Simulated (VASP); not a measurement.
Set up this calculation in VASP 6.6.1, as the native input.

```
Task                   : relaxation of cell and atoms
Functional             : PBE
Potentials or basis    : VASP PAW PBE potentials, release 64 (Na_pv, La, Mn_pv, Mo_sv, O)
Cutoff                 : 520 eV
k mesh                 : 8 × 8 × 8
Occupations            : gaussian, width 0.1 eV
Spin                   : collinear spin, ferromagnetic start
Starting moments       : [0.0, 0.0, 4.0, 1.0, 0.0, 0.0, 0.0, 0.0, 0.0, 0.0] μB
Further INCAR settings : ALGO = Normal; EDIFF = 1e-06; IBRION = 2; EDIFFG = -0.01; NSW = 90; ISIF = 3
```

The structure of NaLaMnMoO6 lies in POSCAR:

```
NaLaMnMoO6
1.0
    0.0000000000      3.8740000000      3.8740000000
    3.8740000000      0.0000000000      3.8740000000
    3.8740000000      3.8740000000      0.0000000000
Na La Mn Mo O
1 1 1 1 6
Direct
    0.2500000000      0.2500000000      0.2500000000
    0.7500000000      0.7500000000      0.7500000000
    0.0000000000      0.0000000000      0.0000000000
    0.5000000000      0.5000000000      0.5000000000
    0.7521941100      0.2478058900      0.2478058900
    0.2478058900      0.7521941100      0.7521941100
    0.7521941100      0.7521941100      0.2478058900
    0.2478058900      0.2478058900      0.7521941100
    0.2478058900      0.7521941100      0.2478058900
    0.7521941100      0.2478058900      0.7521941100
```

The cell was built by a generator and needn't be a form met in nature.

The input as run:

INCAR

```
SYSTEM = NaLaMnMoO6
PREC     = Accurate       ! precision mode
ENCUT    = 520            ! plane-wave cutoff, eV
EDIFF    = 1E-6           ! SCF threshold, eV
ISMEAR   = 0              ! smearing method
SIGMA    = 0.1            ! smearing width, eV
LREAL    = .False.        ! projectors in reciprocal space
LASPH    = .True.         ! aspherical terms in the spheres
NELM     = 120            ! most SCF steps
ALGO     = Normal         ! electronic algorithm
ISIF     = 3              ! what is computed and relaxed
LWAVE    = .False.        ! write WAVECAR
LCHARG   = .False.        ! write CHGCAR
ISPIN    = 2              ! spin polarisation
MAGMOM   = 0 0 4 1 0 0 0 0 0 0 ! initial moments
LORBIT   = 11             ! projections on sites
LMAXMIX  = 6              ! l up to which the mixer works
GGA      = PE             ! functional
IBRION   = 2              ! ionic algorithm
NSW      = 90             ! ionic steps
EDIFFG   = -0.01          ! ionic threshold
KPAR     = 4
```

KPOINTS

```
regular mesh
0
Gamma
  8 8 8
  0 0 0
```

Potentials or basis: VASP PAW PBE potentials, release 64 (Na_pv, La, Mn_pv, Mo_sv, O).

Run with:

```console
$ cat potpaw_PBE.64/Na_pv/POTCAR potpaw_PBE.64/La/POTCAR potpaw_PBE.64/Mn_pv/POTCAR potpaw_PBE.64/Mo_sv/POTCAR potpaw_PBE.64/O/POTCAR > POTCAR
$ mpirun -np 4 vasp_std > vasp.out
```

Results of the run:

```
Relaxed volume                                        : 11.54 Å³/atom
Relaxed cell                                          : a = 5.466 Å, b = 5.466 Å, c = 5.466 Å, α = 60.00°, β = 60.00°, γ = 60.00°
Space group after relaxing (to 0.05 Å)                : F-43m (No. 216)
Energy gained by relaxing                             : 0.4 meV/atom
Ionic steps                                           : 7
Pressure after relaxing                               : 0.0 GPa
Largest force after relaxing                          : 0.003 eV/Å
Band gap on the k mesh                                : none (metal or under the smearing width)
Net moment                                            : -1.15 μB per cell
Site moments                                          : Na -0.00; La +0.03; Mn -1.93; Mo +0.76; O -0.01 μB
Valence electrons inside the program's atomic spheres : Na 6.01; La 8.39; Mn 11.77; Mo 12.39; O 5.04
```

Caveat: a cell with one magnetic atom can't hold antiferromagnetic order, which such compounds often take; semilocal functionals often make such compounds metallic where correlation or magnetic order opens a gap, which also shifts bond lengths.

Run time: 9.3 min on 4 MPI ranks on AMD EPYC 9R45 (Zen 5), with other jobs on the host, peak memory 0.53 GiB a rank.
